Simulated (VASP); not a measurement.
Given:

```yaml
crystal:
  lattice:
    - [3.99724, 0.00000, 0.00000]
    - [0.00000, 3.99724, 0.00000]
    - [0.00000, 0.00000, 5.26496]
  atoms:
    - { symbol: Pb, position: [0.50000, 0.00000, 0.77399] }
    - { symbol: Pb, position: [0.00000, 0.50000, 0.22601] }
    - { symbol: O, position: [0.50000, 0.50000, 0.00000] }
    - { symbol: O, position: [0.00000, 0.00000, 0.00000] }
```

Calculation: r2SCAN meta-GGA, VASP's PBE PAW potentials (set 64) (plane waves; VASP). Settings: 520 eV cut-off, 6×6×5 Γ-centred mesh, tetrahedra with Blöchl corrections, potentials Pb_d O.

The cores are frozen, which limits the accuracy of field gradients.

Give the principal components of the electric field gradient (V/Å²) and the asymmetry η at each nucleus.

| atom | Vxx | Vyy | Vzz | η |
|---|---|---|---|---|
| Pb1 | 132.5 | 132.5 | -265.1 | 0.00 |
| Pb2 | 132.5 | 132.5 | -265.1 | 0.00 |
| O3 | 0.8 | 0.8 | -1.6 | 0.00 |
| O4 | 0.8 | 0.8 | -1.6 | 0.00 |

The compound is PbO in the litharge structure. It was relaxed first, which changed the volume by +6 %.
